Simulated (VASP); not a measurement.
Computed with AM05 GGA, VASP's PBE PAW potentials (set 64) (plane waves; VASP).

A VASP calculation is set up with these files.

File KPOINTS:
```
kpoints
0
gamma
10 10 10
0 0 0
```

**POSCAR**
```
PdIn
3.2110240
  1.0000000000   0.0000000000   0.0000000000
  0.0000000000   1.0342672618   0.0000000000
  0.0000000000   0.0000000000   1.0131553050
In Pd
1 1
direct
  0.5000000000   0.5000000000   0.5000000000
  0.0213450000   0.0000000000   0.0000000000
```

**INCAR**
```
SYSTEM = PdIn
PREC = Accurate
ENCUT = 400
EDIFF = 1E-6
NELM = 100
ALGO = Normal
LREAL = .FALSE.
LASPH = .TRUE.
ISMEAR = 1
SIGMA = 0.1
GGA = AM
LMAXMIX = 4
LWAVE = .FALSE.
LCHARG = .FALSE.
ISIF = 2
```

POTCAR, in this order: In_d Pd (PBE.64 set). Program: vasp_std.

The run wrote:

OSZICAR:
```
       N       E                     dE             d eps       ncg     rms          rms(c)
DAV:   1     0.144020322168E+03    0.14402E+03   -0.97400E+03  6655   0.167E+03
DAV:   2    -0.296983814823E+01   -0.14699E+03   -0.14328E+03  6739   0.369E+02
DAV:   3    -0.958424524245E+01   -0.66144E+01   -0.65734E+01  8440   0.867E+01
DAV:   4    -0.969142050722E+01   -0.10718E+00   -0.10716E+00  7754   0.104E+01
DAV:   5    -0.969686243168E+01   -0.54419E-02   -0.54419E-02  9724   0.208E+00    0.687E+00
DAV:   6    -0.947396489778E+01    0.22290E+00   -0.70189E-01  7201   0.116E+01    0.305E+00
DAV:   7    -0.943315720059E+01    0.40808E-01   -0.97601E-02  8856   0.591E+00    0.160E+00
DAV:   8    -0.942291103463E+01    0.10246E-01   -0.27313E-02  7978   0.180E+00    0.426E-01
DAV:   9    -0.942185730721E+01    0.10537E-02   -0.21857E-03  8230   0.848E-01    0.643E-02
DAV:  10    -0.942184822623E+01    0.90810E-05   -0.56835E-05  9059   0.121E-01    0.239E-02
DAV:  11    -0.942184752988E+01    0.69636E-06   -0.54245E-06  7213   0.241E-02
   1 F= -.94218475E+01 E0= -.94217924E+01  d E =-.165358E-03
```

**OUTCAR**
```
------------------------ aborting loop because EDIFF is reached ----------------------------------------
  FORCE on cell =-STRESS in cart. coord.  units (eV):
  Direction    XX          YY          ZZ          XY          YZ          ZX
  --------------------------------------------------------------------------------------
  Total       -0.3750426     -0.3636771     -0.3548639      0.0000000      0.0000000      0.0000000
  in kB      -17.3201541    -16.7952747    -16.3882623      0.0000000      0.0000000      0.0000000
  external PRESSURE =     -16.8345637 kB  Pullay stress =       0.0000000 kB
  volume of cell :       34.69
      direct lattice vectors                 reciprocal lattice vectors
     3.211024000  0.000000000  0.000000000     0.311427134  0.000000000  0.000000000
     0.000000000  3.321057000  0.000000000     0.000000000  0.301108954  0.000000000
     0.000000000  0.000000000  3.253266000     0.000000000  0.000000000  0.307383411
 POSITION                                       TOTAL-FORCE (eV/Angst)
 -----------------------------------------------------------------------------------
      1.60551      1.66053      1.62663         0.264638      0.000000      0.000000
      0.06854      0.00000      0.00000        -0.264638      0.000000      0.000000
 -----------------------------------------------------------------------------------
    total drift:                                0.000043      0.000000      0.000000
  FREE ENERGIE OF THE ION-ELECTRON SYSTEM (eV)
  ---------------------------------------------------
  free  energy   TOTEN  =        -9.4218475299 eV

  energy  without entropy=       -9.4216821717  energy(sigma->0) =       -9.42179241
```
(Selected blocks of OUTCAR.)

The compound is PdIn in the CsCl type structure. The cell was not relaxed at this level, atoms are displaced from their ideal sites. The run is one of a series of settings (GGA = AM against the base run), some of them coarse on purpose. The electron count is odd and the run is not spin-polarised, which forces a metal.
